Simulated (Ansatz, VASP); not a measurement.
**Two plane-wave programs on LiZnF3**

```xyz
5
Lattice="3.6360 0.0000 0.0000 0.0000 3.6360 0.0000 0.0000 0.0000 3.6360" Properties=species:S:1:pos:R:3 pbc="T T T"
Li    1.8180    1.8180    1.8180
Zn    0.0000    0.0000    0.0000
F     0.0000    1.8180    1.8180
F     1.8180    1.8180    0.0000
F     1.8180    0.0000    1.8180
```

Alike in both runs: task single point; functional PBE; k mesh 8 × 8 × 8; occupations gaussian, width 0.02 eV; no spin polarisation.

|  | VASP | Ansatz |
| --- | --- | --- |
| version | VASP 6.6.1 | Ansatz 0.2.0 |
| potentials or method | VASP PAW PBE potentials, release 64 (Li_sv, Zn, F) | scalar-relativistic, plane waves, PAW |
| plane-wave cutoff (eV) | 520 | 420 |
| valence electrons in the cell | 36 | 36 |

```csv
,VASP,Ansatz,Ansatz less VASP
gap on the k mesh at the Fermi level (eV),0.91,0.93,+0.022
least direct gap on the mesh (eV),1.21,1.24,+0.023
```

 A k mesh can miss the band edges. Expect the measured gap to be larger: semilocal functionals such as PBE lack the derivative discontinuity.
